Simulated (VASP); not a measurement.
These are PBE GGA, VASP's PBE PAW potentials (set 64) (plane waves; VASP) values and carry that method's errors.

VASP input:

File POSCAR:
```
BP
1
    0.0000000000     2.2700000000     2.2700000000
    2.2700000000     0.0000000000     2.2700000000
    2.2700000000     2.2700000000     0.0000000000
B P
1 1
Direct
  0.0000000000   0.0000000000   0.0000000000
  0.2500000000   0.2500000000   0.2500000000
```

**INCAR**
```
SYSTEM = BP
PREC = Normal
ENCUT = 500
EDIFF = 1E-8
NELM = 100
ALGO = Normal
LREAL = .FALSE.
LASPH = .TRUE.
ISMEAR = 0
SIGMA = 0.01
GGA = PE
LWAVE = .TRUE.
LCHARG = .FALSE.
```

### KPOINTS
```
Automatic mesh
0
Gamma
4 4 4
0 0 0
```

POTCAR, in this order: B_GW P_GW (PBE.64 set). Program: vasp_std.

The resulting files:

**OUTCAR**
```
 ion  position               nearest neighbor table
   1  0.000  0.000  0.000-   2 1.97   2 1.97   2 1.97   2 1.97
   2  0.250  0.250  0.250-   1 1.97   1 1.97   1 1.97   1 1.97
  LATTYP: Found a face centered cubic cell.
 ALAT       =     4.5400000000
 Subroutine PRICEL returns:
 Original cell was already a primitive cell.
 Subroutine GETGRP returns: Found 24 space group operations
The static configuration has the point symmetry T_d .
The dynamic configuration has the point symmetry T_d .
 Subroutine INISYM returns: Found 24 space group operations
 Subroutine IBZKPT returns following result:
 Found      8 irreducible k-points:

 Following reciprocal coordinates:
            Coordinates               Weight
  0.000000  0.000000  0.000000      1.000000
  0.250000  0.000000  0.000000      8.000000
  0.500000  0.000000  0.000000      4.000000
  0.250000  0.250000  0.000000      6.000000
  0.500000  0.250000  0.000000     24.000000
 -0.250000  0.250000  0.000000     12.000000
  0.500000  0.500000  0.000000      3.000000
 -0.250000  0.500000  0.250000      6.000000
   k-points           NKPTS =      8   k-points in BZ     NKDIM =      8   number of bands    NBANDS=      8
...
```

### OSZICAR
```
       N       E                     dE             d eps       ncg     rms          rms(c)
DAV:   1     0.166321037125E+02    0.16632E+02   -0.42757E+03   128   0.984E+02
DAV:   2    -0.129154055580E+02   -0.29548E+02   -0.27706E+02   224   0.164E+02
DAV:   3    -0.135117844094E+02   -0.59638E+00   -0.59638E+00   168   0.233E+01
DAV:   4    -0.135139003849E+02   -0.21160E-02   -0.21160E-02   224   0.183E+00
DAV:   5    -0.135139072913E+02   -0.69065E-05   -0.69068E-05   168   0.755E-02    0.458E+00
DAV:   6    -0.128532545669E+02    0.66065E+00   -0.18403E+00   192   0.981E+00    0.211E+00
DAV:   7    -0.127565491771E+02    0.96705E-01   -0.23224E-01   208   0.345E+00    0.815E-01
DAV:   8    -0.127460980306E+02    0.10451E-01   -0.33185E-02   160   0.133E+00    0.961E-02
DAV:   9    -0.127465217116E+02   -0.42368E-03   -0.75672E-04   160   0.316E-01    0.502E-02
DAV:  10    -0.127467088983E+02   -0.18719E-03   -0.29171E-04   144   0.159E-01    0.116E-02
DAV:  11    -0.127467095735E+02   -0.67523E-06   -0.17041E-05   208   0.316E-02    0.429E-03
DAV:  12    -0.127467105658E+02   -0.99227E-06   -0.15287E-06   144   0.142E-02    0.663E-04
DAV:  13    -0.127467105589E+02    0.68433E-08   -0.60620E-08   224   0.230E-03
   1 F= -.12746711E+02 E0= -.12746711E+02  d E =-.105300E-11
```

OUTCAR:
```
------------------------ aborting loop because EDIFF is reached ----------------------------------------
  FORCE on cell =-STRESS in cart. coord.  units (eV):
  Direction    XX          YY          ZZ          XY          YZ          ZX
  --------------------------------------------------------------------------------------
  Total        0.2944271      0.2944271      0.2944271     -0.0000000      0.0000000     -0.0000000
  in kB       20.1641937     20.1641937     20.1641937     -0.0000000      0.0000000     -0.0000000
  external PRESSURE =      20.1641937 kB  Pullay stress =       0.0000000 kB
  volume of cell :       23.39
      direct lattice vectors                 reciprocal lattice vectors
     0.000000000  2.270000000  2.270000000    -0.220264317  0.220264317  0.220264317
     2.270000000  0.000000000  2.270000000     0.220264317 -0.220264317  0.220264317
     2.270000000  2.270000000  0.000000000     0.220264317  0.220264317 -0.220264317
  FREE ENERGIE OF THE ION-ELECTRON SYSTEM (eV)
  ---------------------------------------------------
  free  energy   TOTEN  =       -12.7467105589 eV

  energy  without entropy=      -12.7467105589  energy(sigma->0) =      -12.74671056
```
(Selected blocks of OUTCAR.)

The compound is BP in the zinc blende structure. The cell was not relaxed at this level. The k-mesh is coarse (spacing up to 0.60 per Å, 2π included), so the numbers may not be converged in it.
